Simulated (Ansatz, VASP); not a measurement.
# Cross-check of LiW2 (LiW2 in the C11b ordering) between VASP and Ansatz

One calculation is typed for both programs; each brings its own data sets. How far apart do they land? The cell is generated by rule, not measured, and may not be a known phase. The two relaxations start from unlike cells of this crystal (the structure described is Ansatz's start), so only their ends are compared.

Program: Ansatz 0.2.0. Level of theory: plane waves, with VASP 6.6.1 beside it; relaxation of cell and atoms at PBE. Results are calculated unless marked as measured.

The structure was built from a prototype and need not be the compound's stable phase.

### 1. The starting structure

Symmetry: I4/mmm, No. 139, tetragonal system. Conventional cell: a = 3.277 Å, b = 3.277 Å, c = 9.832 Å, α = 90.00°, β = 90.00°, γ = 90.00°. Nearest to Li lie 8 W at 2.84 Å. W has 4 W at 2.84 Å and 4 Li at 2.84 Å nearest. Farther neighbours are not listed.

As a file:

```cif
data_structure
_symmetry_space_group_name_H-M 'I4/mmm'
_symmetry_Int_Tables_number 139
_cell_length_a 3.2775
_cell_length_b 3.2775
_cell_length_c 9.8324
_cell_angle_alpha 90.000
_cell_angle_beta 90.000
_cell_angle_gamma 90.000
_cell_volume 105.62
loop_
_atom_site_label
_atom_site_type_symbol
_atom_site_symmetry_multiplicity
_atom_site_Wyckoff_symbol
_atom_site_fract_x
_atom_site_fract_y
_atom_site_fract_z
_atom_site_occupancy
Li1 Li 2 a 0.00000 0.00000 0.00000 1
W1 W 4 e 0.00000 0.00000 0.33333 1
```

### 2. Ansatz: relaxation of cell and atoms, PBE

Ansatz runs on its default PAW (the set named soft_2) files.

The relaxed volume is the usual yardstick between codes: in a stiff, nearly cubic crystal its relative difference is about their pressure difference at one cell divided by the bulk modulus.

Input file input.yaml:

```yaml
crystal:
  lattice:
    - [3.27747, 0.0, 0.0]
    - [0.0, 3.27747, 0.0]
    - [1.63873, 1.63873, 4.9162]
  atoms:
    - { symbol: Li, position: [0.0, 0.0, 0.0] }
    - { symbol: W, position: [0.66666667, 0.66666667, 0.66666667] }
    - { symbol: W, position: [0.33333333, 0.33333333, 0.33333333] }
kpoints:
  mp_grid: { grid: [6, 6, 6] }
hamiltonian:
  xc: pbe
scf:
  occupations: { method: gaussian, width: 0.1 }
output:
  forces: true
  stress: true
  eigenvalues: true
relax:
  adjacent_minimum: "off"
  f_tol: 0.05
  max_steps: 80
  cell: { stress_tol: 0.5 }
```

The run is started by

```sh
ansatz run input.yaml --threads 4 --pin off --max-ram 8192MiB --backend cpu --events-out ev --progress --plain --runs-dir out
```

Numbers of over 12 decimals in the logs are rounded to 6 here.

What it wrote:

```text
The last accepted step is kept in <dir> (removed where the run ends without a failure and the disk answers)
Engine: ansatz 0.2.0, x86_64-unknown-linux-gnu
Pseudopotentials: kind: paw
Pseudopotential: Li, paw, valence charge 3, recommended cutoff 420 eV (normal), Li.paw.azcp
Pseudopotential: W, paw, valence charge 14, recommended cutoff 420 eV (normal), W.paw.azcp
Functional definition: PBE
  parameter kappa = 0.804
  parameter beta = 0.066725
  exchange = pbe_x(kappa = kappa, mu = beta*pi^2/3)
  correlation = pbe_c(beta = beta)
Crystal: 3 atoms, lattice volume = 52.809 Å³
Basis set: ecut = 420 eV, 997 PW (Γ), exchange–correlation on 48×48×80 points (8 copies of the dense FFT grid, shifted against one another)
Bands: 20, of which v1, the nominal top of the filled ones, is band 16 counted from 1 (15 counted from 0)
Symmetry: 16 space group operations
Space group: I4/mmm (ITA 139), of the structure as read, at distance tolerance 3.8e-5 Å
k-points: 30 of 216
Non-local potential: Li, projectors of the file, l = 0: 3, l = 1: 2, l = 2: 1
Non-local potential: W, projectors of the file, l = 0: 3, l = 1: 2, l = 2: 2, l = 3: 1
PAW form: soft (Blöchl's): semilocal exchange-correlation on the pseudo side does not see the compensation charge
PAW one-centre angular grid: Li, 110 points (default); XC on 64 Gauss nodes
PAW one-centre angular grid: W, 590 points (default); XC on 64 Gauss nodes
Initial density: superposition of atomic densities (neutral atoms: chi_scale 0, normalization atom), corrected by the library's trained network
Initial wavefunctions: pseudopotential atomic-orbital guess
Functional: x = pbe(κ = 0.804, μ = 0.219515), c = pbe(β = 0.066725)
SCF iter   1: F=—  HF=-20971.476961 eV  |F-HF|=—  |Δ(HF+E_count)|=         —  Δρ=8.86e-3  dr2=3.64e-2  ethr=1.77e-3  ⟨swp⟩=4.9  Hψ=2309  notcnv=0
preconditioner: auto → Kerker (q_TF=auto, 2.497 Å⁻¹)  [metal: Δε(μ)=0.001 eV  Ē_g=3.899 eV  σ=0.100 eV  W_gap=0.01  n_scr=10 (ndim 8)  ℏωp=18.4 eV  f_vac=0.000  D(μ)=5.58/eV (n_scr^D=78)]
SCF iter   2: F=—  HF=-20971.474215 eV  |F-HF|=—  |Δ(HF+E_count)|=   2.75e-3  Δρ=5.33e-3  dr2=1.51e-2  ethr=1.17e-4  ⟨swp⟩=1.0  Hψ=840  notcnv=0
SCF iter   3: F=—  HF=-20971.471312 eV  |F-HF|=—  |Δ(HF+E_count)|=   2.90e-3  Δρ=7.33e-4  dr2=3.43e-4  ethr=4.86e-5  ⟨swp⟩=2.0  Hψ=759  notcnv=0
SCF iter   4: F=—  HF=-20971.471246 eV  |F-HF|=—  |Δ(HF+E_count)|=   6.65e-5  Δρ=1.87e-4  dr2=1.97e-5  ethr=1.11e-6  ⟨swp⟩=2.1  Hψ=774  notcnv=0
SCF iter   5: F=—  HF=-20971.471234 eV  |F-HF|=—  |Δ(HF+E_count)|=   1.14e-5  Δρ=4.35e-5  dr2=1.24e-6  ethr=6.34e-8  ⟨swp⟩=2.4  Hψ=927  notcnv=0
SCF iter   6: F=-20971.471234 eV  HF=-20971.471234 eV  |F-HF|=4.74e-9  |Δ(HF+E_count)|=   1.49e-7  Δρ=1.09e-5  dr2=5.42e-8  ethr=3.23e-10  ⟨swp⟩=5.8  Hψ=2575  notcnv=0
SCF 1 converged in 6 iterations: F = -20971.471234 eV  dr2 = 5.42e-8
  greatest PAW one-centre occupation: 1.000 electrons in one spin orbital (limit 2), on the Li atom at site 0 (counted from 0), in its partial waves of l = 0
relax step   1: F+E_penalty+E_count = -20971.47123419 eV  Δ(F+E_penalty+E_count) = +0.000e0 eV  max|allowed force component| = 2.287e0 eV/Å  Δτ_max = 0.0000 Å  P = -21.902 GPa  Ω = 52.809 Å³  (6 SCF iters, dr2 threshold 1.00e-7 eV, accepted)
[...]
relax step   6: F+E_penalty+E_count = -20972.67338493 eV  Δ(F+E_penalty+E_count) = -2.764e-2 eV  max|allowed force component| = 1.584e-2 eV/Å  Δτ_max = 0.0161 Å  P = +0.437 GPa  Ω = 44.375 Å³  energy of the carried Pulay correction = +1.945e-3 eV  (6 SCF iters, dr2 threshold 3.00e-7 eV, accepted)
[...]
relax step   7: F+E_penalty+E_count = -20972.67462372 eV  Δ(F+E_penalty+E_count) = -1.239e-3 eV  max|allowed force component| = 3.296e-3 eV/Å  Δτ_max = 0.0039 Å  P = -0.130 GPa  Ω = 44.534 Å³  energy of the carried Pulay correction = +1.905e-3 eV  (6 SCF iters, dr2 threshold 3.00e-7 eV, accepted)
[...]
relax step   8: F+E_penalty+E_count = -20972.67360084 eV  Δ(F+E_penalty+E_count) = +1.023e-3 eV  max|allowed force component| = 3.126e-3 eV/Å  Δτ_max = 0.0000 Å  P = -0.139 GPa  Ω = 44.534 Å³  stress off target by 2.27e-1 GPa  SCF on the basis re-selected at this cell (its energy is not comparable with the rows above)  (6 SCF iters)
basis re-selected at this cell: Δ(F+E_penalty+E_count) = +1.023e-3 eV, ΔP = -0.010 GPa vs the last step (what re-selecting the basis moved, of the pressure what is left beyond the Pulay correction that the steps carried, after the strain that the cell walked since its last selection, with what the two solves' SCF thresholds leave and, on support functions, any second-order correction that the steps lacked; it is no measure of the basis error at this ecutwfc). The dense FFT grid was sized anew with the basis: this SCF ran on 24×24×32 points, the steps before it on 24×24×40, so part of this shift can come from that change (see relax.cell in the input reference). [rest of the remark cut]
SCF converged after 6 iterations
Free energy (F): -20972.673601 eV
Harris-Foulkes:  -20972.673601 eV  (|F-HF|=3.64e-12)
Internal energy: -20972.651427 eV  (E = F + TS)
E sigma→0 (E₀):  -20972.662514 eV
Entropy (-TS):   -0.022174 eV (-7.391 meV/atom)
Fermi energy:    16.331242 eV
--- Per-component energies (eV) ---
  E_band       = -362.660143
  E_kinetic    = 920.150829
  E_local      = -1749.037683  (includes V_loc(G=0)·N_el)
  E_nonlocal   = -28.735507
  E_hartree    = 623.433679
  E_xc         = -542.779607
  E_vxc        = -489.096348  (∫ρ·V_xc dr)
  E_paw        = -17146.414760  (= ΣΔE_a)
  E_vpaw       = -262.808695  (= ΣTr[D̂ρ^β])
  E_aug_tail   = -0.000094  (compensation charges beyond the density's cutoff)
  E_ewald      = -3049.268285
  E_smearing   = -0.022174  (= −TS)
  E_closure    = 0.000000  (closes the sum)
  Σ components = -20972.673601   (vs F -20972.673601, Δ=0.00e0)
--- Forces (eV/Å), atoms counted from 1 ---
  atom   1  Li    -0.00000000     0.00000000     0.00000000
  atom   2  W      0.00000000     0.00000000    -0.00312630
  atom   3  W     -0.00000000    -0.00000000     0.00312630
  max |Σ_I F_I| component: 8.67e-19 eV/Å
--- Stress (GPa, compression-positive) ---
       -0.226572       0.000000      -0.000000
        0.000000      -0.226572      -0.000000
       -0.000000      -0.000000       0.035475
  P = ⅓ Tr σ = -0.1392 GPa (-1.392 kbar)
--- Band table (eV; the first three rows and the last of 30) ---
  k-point 0: bands = [... 12 lower, 15.4686, 15.6639, 16.4385, 16.4385, 16.7168, 17.0116, 17.0116, 20.7620]
  k-point 1: bands = [... 12 lower, 15.1956, 15.7142, 16.0785, 16.0785, 17.0206, 17.5850, 17.5850, 20.6405]
  k-point 2: bands = [... 12 lower, 14.3547, 15.7294, 15.7294, 15.8208, 17.6328, 18.5384, 18.5384, 20.3958]
  k-point 29: bands = [... 12 lower, 13.7440, 15.1492, 15.7680, 16.4797, 19.0729, 19.3098, 19.3821, 19.5219]
--- Relaxed structure (7 steps of the walk, 7 accepted, 1 SCFs on fresh bases) ---
  F+E_penalty+E_count = -20972.67360084 eV   max|allowed force component| = 3.126e-3 eV/Å   (the final SCF, on the basis selected at the relaxed cell)
  cell:  # Å, volume = 44.5339 Å³
    - [3.309252, -4.278792888277436e-13, 1.6828303949471753e-6]
    - [-4.278792888406746e-13, 3.309252, 1.6828303949726049e-6]
    - [1.654624, 1.654624, 4.066599]
  atoms:
    - { symbol: Li, position: [4.704777593284793e-19, 4.70478095840326e-19, -9.40956281125094e-19] }
    - { symbol: W, position: [0.668808, 0.668808, 0.662385] }
    - { symbol: W, position: [0.331192, 0.331192, 0.337615] }
```

Reading the cycles: dr2 is the Hartree energy of the density residual (eV), the measure of convergence; HF is the Harris–Foulkes estimate of the energy, which meets the free energy F at convergence.

### 3. VASP: relaxation of cell and atoms, PBE

Its own start cell and the same functional, mesh and smearing now go to VASP, with its own data sets.

Lines of VASP's logs that name or quote its potential files are left out, and so is its time.

Input file INCAR:

```
SYSTEM = LiW2
PREC = Accurate
ENCUT = 750
EDIFF = 1E-07
NELM = 120
ISMEAR = 0
SIGMA = 0.1
LREAL = .FALSE.
ALGO = Normal
GGA = PE
NBANDS = 13
LASPH = .TRUE.
LORBIT = 11
LWAVE = .FALSE.
LCHARG = .FALSE.
ISIF = 3
IBRION = 2
NSW = 80
EDIFFG = -0.005
GGA_COMPAT = .FALSE.
NELMIN = 4
KPAR = 2
```

Input file POSCAR:

```
LiW2
1.0
    3.2937526085      0.0000000000      0.0000020099
    0.0000000000      3.2937526085      0.0000020099
    1.6468738247      1.6468738247      4.0632534733
Li W
1 2
Direct
    0.0000000000      0.0000000000      0.0000000000
    0.6694243425      0.6694243425      0.6611513151
    0.3305756575      0.3305756575      0.3388486849
```

Input file KPOINTS:

```
Automatic mesh
0
Gamma
6 6 6
0 0 0
```

PAW data sets: Li_sv and W (PBE family, release 64).

The run is started by

```sh
mpirun -np 2 vasp_std
```

What it wrote:

```text
[banner, memory and clock lines left out]
running    2 mpi-ranks, on    1 nodes
 distrk:  each k-point on    1 cores,    2 groups
 distr:  one band on    1 cores,    1 groups

 POSCAR found type information on POSCAR LiW
 POSCAR found :  2 types and       3 ions
 LDA part: xc-table for (Slater+PW92), standard interpolation
 POSCAR, INCAR and KPOINTS ok, starting setup
 FFT: planning ... GRIDC
 FFT: planning ... GRID_SOFT
 FFT: planning ... GRID
 WAVECAR not read
 entering main loop
       N       E                     dE             d eps       ncg     rms          rms(c)
DAV:   1     0.556225658991E+02    0.55623E+02   -0.70328E+03   780   0.134E+03
DAV:   2    -0.216812644773E+02   -0.77304E+02   -0.69869E+02   913   0.278E+02
DAV:   3    -0.275157511726E+02   -0.58345E+01   -0.54385E+01  1159   0.566E+01
DAV:   4    -0.278813341981E+02   -0.36558E+00   -0.36263E+00  1076   0.149E+01
DAV:   5    -0.278919679456E+02   -0.10634E-01   -0.10629E-01  1098   0.231E+00    0.248E+01
DAV:   6    -0.265528179277E+02    0.13392E+01   -0.20550E+00   910   0.853E+00    0.111E+01
DAV:   7    -0.262976911172E+02    0.25513E+00   -0.89927E-01  1115   0.584E+00    0.124E+00
DAV:   8    -0.262817772568E+02    0.15914E-01   -0.51370E-02   884   0.153E+00    0.308E-01
DAV:   9    -0.262815470866E+02    0.23017E-03   -0.19030E-03  1116   0.305E-01    0.794E-02
DAV:  10    -0.262815727312E+02   -0.25645E-04   -0.14098E-04  1029   0.851E-02    0.195E-02
DAV:  11    -0.262815802723E+02   -0.75410E-05   -0.20897E-05  1107   0.264E-02    0.668E-03
DAV:  12    -0.262815799436E+02    0.32865E-06   -0.13637E-06  1026   0.952E-03    0.401E-03
DAV:  13    -0.262815793919E+02    0.55167E-06   -0.26090E-07   783   0.402E-03    0.439E-04
DAV:  14    -0.262815793995E+02   -0.75502E-08   -0.39111E-08   505   0.199E-03
   1 F= -.26281579E+02 E0= -.26270379E+02  d E =-.262816E+02
 curvature:   0.00 expect dE= 0.000E+00 dE for cont linesearch  0.000E+00
 trial: gam= 0.00000 g(F)=  0.152E-05 g(S)=  0.112E-04 ort = 0.000E+00 (trialstep = 0.100E+01)
 search vector abs. value=  0.127E-04
 bond charge predicted
       N       E                     dE             d eps       ncg     rms          rms(c)
DAV:   1    -0.262816003547E+02   -0.20963E-04   -0.10382E-03   800   0.247E-01    0.226E-02
DAV:   2    -0.262815867302E+02    0.13624E-04   -0.43404E-05   969   0.434E-02    0.960E-03
DAV:   3    -0.262815860126E+02    0.71759E-06   -0.41801E-06  1017   0.125E-02    0.350E-03
DAV:   4    -0.262815860204E+02   -0.77359E-08   -0.37466E-07   850   0.403E-03
   2 F= -.26281586E+02 E0= -.26270410E+02  d E =-.662087E-05
 trial-energy change:   -0.000007  1 .order   -0.000008   -0.000013   -0.000004
 step:   1.4411(harm=  1.4411)  dis= 0.00028  next Energy=   -26.281589 (dE=-0.915E-05)
 reached required accuracy - stopping structural energy minimisation
```

From OUTCAR (step 3):

```text
ion  position               nearest neighbor table
   1  0.000  0.000  0.000-   2 2.69   3 2.69   3 2.71   2 2.71   2 2.71   2 2.71   3 2.71   3 2.71
                             2 2.71   3 2.71
   2  0.669  0.669  0.661-   3 2.67   3 2.67   3 2.67   3 2.67   1 2.69   1 2.71   1 2.71   1 2.71
                             1 2.71   3 2.75
   3  0.331  0.331  0.339-   2 2.67   2 2.67   2 2.67   2 2.67   1 2.69   1 2.71   1 2.71   1 2.71
                             1 2.71   2 2.75

  LATTYP: Found a body centered tetragonal cell.
 ALAT       =     3.2937526085
 C/A-ratio  =     2.4672475115

 Subroutine GETGRP returns: Found 16 space group operations
 (whereof 16 operations were pure point group operations)

The static configuration has the point symmetry D_4h.

 Found     30 irreducible k-points:

   k-points           NKPTS =     30   k-points in BZ     NKDIM =     30   number of bands    NBANDS=     13

   dimension x,y,z NGX =    30 NGY =   30 NGZ =   42
   dimension x,y,z NGXF=    60 NGYF=   60 NGZF=   84

   ENCUT  =  750.0 eV  55.12 Ry    7.42 a.u.   7.35  7.35 10.46*2*pi/ulx,y,z

   NELECT =      15.0000    total number of electrons

 k-points in reciprocal lattice and weights: Automatic mesh
   0.00000000  0.00000000  0.00000000       0.005
   0.16666667  0.00000000  0.00000000       0.037
   0.33333333  0.00000000  0.00000000       0.037
   0.50000000  0.00000000  0.00000000       0.019
   0.16666667  0.16666667  0.00000000       0.037
   0.33333333  0.16666667  0.00000000       0.074
   0.50000000  0.16666667  0.00000000       0.074
  -0.33333333  0.16666667 -0.00000000       0.074
  -0.16666667  0.16666667  0.00000000       0.019
[...]
-0.16666667 -0.16666667  0.33333333       0.019
  -0.00000000 -0.00000000  0.50000000       0.005

 average (electrostatic) potential at core
       1 -57.8718       2 -39.5063       3 -39.5063

 E-fermi :   5.6786

 k-point     1 :       0.0000    0.0000    0.0000
  band No.  band energies     occupation
    ...
      2      -2.0395      2.00000
      3       1.7760      2.00000
      4       2.5057      2.00000
      5       4.7910      2.00000
      6       4.9831      2.00000
      7       5.8130      0.05740
      8       5.8130      0.05740
      9       6.1000      0.00000
     10       6.3570      0.00000
     11       6.3570      0.00000
    ...

 k-point     2 :       0.1667    0.0000    0.0000
  band No.  band energies     occupation
    ...
      3       1.9366      2.00000
      4       2.7900      2.00000
      5       3.9043      2.00000
      6       4.1184      2.00000
      7       5.3983      1.99993
      8       5.7389      0.39350
      9       6.5501      0.00000
     10       7.1222      0.00000
     11       7.4079      0.00000
     12      10.2145      0.00000
    ...

 k-point     3 :       0.3333    0.0000    0.0000
  band No.  band energies     occupation
    ...
      3       1.8042      2.00000
      4       2.9004      2.00000
      5       3.6065      2.00000
      6       3.7454      2.00000
      7       4.6826      2.00000
      8       6.0067      0.00000
      9       7.0796      0.00000
     10       7.9833      0.00000
     11       8.3678      0.00000
     12      10.0508      0.00000
    ...

  Total        0.0000237      0.0000237     -0.0052419     -0.0000000      0.0000000      0.0000000
  in kB        0.0008600      0.0008600     -0.1905659     -0.0000000      0.0000001      0.0000001
  external PRESSURE =      -0.0629486 kB  Pullay stress =       0.0000000 kB

  energy-cutoff  :      750.00
  volume of cell :       44.07
      direct lattice vectors                 reciprocal lattice vectors
     3.294038465  0.000000000  0.000002010     0.303578801  0.000000075 -0.123103931
     0.000000000  3.294038465  0.000002010     0.000000075  0.303578801 -0.123103931
     1.647016754  1.647016754  4.061604634    -0.000000150 -0.000000150  0.246208232

 POSITION                                       TOTAL-FORCE (eV/Angst)
 -----------------------------------------------------------------------------------
      0.00000      0.00000      0.00000         0.000000      0.000000      0.000000
      3.29404      3.29404      2.68553        -0.000000     -0.000000      0.004584
      1.64702      1.64702      1.37608         0.000000      0.000000     -0.004584
 -----------------------------------------------------------------------------------
    total drift:                               -0.000000     -0.000000      0.000000

  FREE ENERGIE OF THE ION-ELECTRON SYSTEM (eV)
  ---------------------------------------------------
  free  energy   TOTEN  =       -26.2815860204 eV

  energy  without entropy=      -26.2592340489  energy(sigma->0) =      -26.27041003

 reached required accuracy - stopping structural energy minimisation

 total charge
# of ion       s       p       d       tot
------------------------------------------
    1        2.061   0.118   0.000   2.179
    2        0.701   0.549   4.155   5.405
    3        0.701   0.549   4.155   5.405
--------------------------------------------------
tot          3.463   1.217   8.310  12.990

[... 3 further parts left out ...]
```

CONTCAR:

```
LiW2
   1.00000000000000
     3.2940384654568002    0.0000000000000001    0.0000020100744639
     0.0000000000000001    3.2940384654568002    0.0000020100744639
     1.6470167541845770    1.6470167541845770    4.0616046337325811
  Li              W
     1     2
Direct
     0.0000000000000000    0.0000000000000000    0.0000000000000000
     0.6694007906251153    0.6694007906251153    0.6611984188497713
     0.3305992093748847    0.3305992093748847    0.3388015811502287
```

This run has no spin polarisation. Its electron count is odd, so without a moment it is a metal by construction. The k-mesh is coarse for a metal. The data set W keeps the semicore shell frozen, which is cheaper and a little less accurate. The run keeps the 16 symmetry operations of its start, so it cannot find a distortion of lower symmetry.

### 4. Differences

Known differences besides the potentials themselves: the data sets hold 31 valence electrons in Ansatz (on its default PAW (the set named soft_2) files) and 15 in VASP; the cutoff is 420 eV in Ansatz and 750 eV in VASP; Ansatz adds a Pulay correction to the stress that steers its cell, VASP none. Total energies have different zeros and are not compared.

Compared:

| quantity | Ansatz | VASP | difference |
| --- | --- | --- | --- |
| volume (Å³) | 44.53 | 44.07 | +1.05 % |
| edge a after relaxation, in the typed setting (Å) | 3.309 | 3.294 | +0.46 % |
| edge c after relaxation, in the typed setting (Å) | 4.692 | 4.682 | +0.21 % |

### 5. Summary of results

```json
{"difference in volume (relaxation of cell and atoms, PBE)": "1.0 %"}
```

The difference in volume is 1.0 % (relaxation of cell and atoms, PBE), within the 1.2 % picked in this series as the mark of a large difference, as far as the stopping tolerances let one tell. The data sets hold unlike numbers of valence electrons (31 in Ansatz and 15 in VASP), so part of the differences comes from the potentials. Such differences can come from data sets, numerical settings and the points named under the comparisons, not from the functional's error against experiment.

[Lines on the potential files, build, host, timing and source positions are cut from VASP's logs without a mark.]

[Logs are printed without paths, hosts, clocks, repeated set-up lines and the standing remarks that a program may print on its own settings, such as how far it seeks lower states.]

[Hosts, paths, dates, database ids (printed as entryN), source tags and the programs' standing remarks are cut or masked in the printed files.]
